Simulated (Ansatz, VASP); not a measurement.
# Two plane-wave programs on SbPPb3

The input INCAR:

```
  PREC = Accurate
  ENCUT = 520
  EDIFF = 1E-6
  ISMEAR = 0
  SIGMA = 0.05
  LREAL = False
  LASPH = True
  NELM = 100
  ALGO = Normal
  ISIF = 2
  LWAVE = False
  LCHARG = False
  GGA = PE
  NBANDS = 34
```

KPOINTS

```
Automatic mesh
0
Gamma
  4 4 4
```

The input POSCAR:

```
SbPPb3
1.0
    6.7800000000      0.0000000000      0.0000000000
    0.0000000000      6.7800000000      0.0000000000
    0.0000000000      0.0000000000      6.7800000000
P Sb Pb
1 1 3
Direct
    0.0000000000      0.0000000000      0.0000000000
    0.5000000000      0.5000000000      0.5000000000
    0.5000000000      0.5000000000      0.0000000000
    0.5000000000      0.0000000000      0.5000000000
    0.0000000000      0.5000000000      0.5000000000
```

Input for Ansatz:

```yaml
crystal:
  lattice:
    - [6.78, 0.0, 0.0]
    - [0.0, 6.78, 0.0]
    - [0.0, 0.0, 6.78]
  atoms:
    - { symbol: P, position: [0.0, 0.0, 0.0] }
    - { symbol: Sb, position: [0.5, 0.5, 0.5] }
    - { symbol: Pb, position: [0.5, 0.5, 0.0] }
    - { symbol: Pb, position: [0.5, 0.0, 0.5] }
    - { symbol: Pb, position: [0.0, 0.5, 0.5] }
basis:
  ecutwfc: 420
kpoints:
  mp_grid: { grid: [4, 4, 4] }
hamiltonian:
  xc: pbe
scf:
  occupations: { method: gaussian, width: 0.05 }
output:
  forces: true
  stress: true
  eigenvalues: true
```

The cell comes from a database or a generator and needn't be the stable form of this composition.

Alike in both runs: task single point; functional PBE; k mesh 4 × 4 × 4; occupations gaussian, width 0.05 eV; no spin polarisation.

```csv
,VASP,Ansatz
version,VASP 6.6.1,Ansatz 0.2.0
potentials or method,"VASP PAW PBE potentials, release 64 (P, Sb, Pb_d)","scalar-relativistic, plane waves, PAW"
plane-wave cutoff (eV),520,420
valence electrons in the cell,52,62
```

|  | VASP | Ansatz | Ansatz less VASP |
| --- | --- | --- | --- |
| gap on the k mesh at the Fermi level (eV) | none | none | - |
| pressure (GPa) | -4.3 | -4.3 | +0.02 |

A gap of «none» marks a metal or a gap that the smearing closes. With one functional, cell and mesh, what is left measures potentials, basis and numerics. The two sets of potentials don't hold the same shells in valence.

The runs have no spin-orbit coupling, so splittings on Pb, Sb are missing.
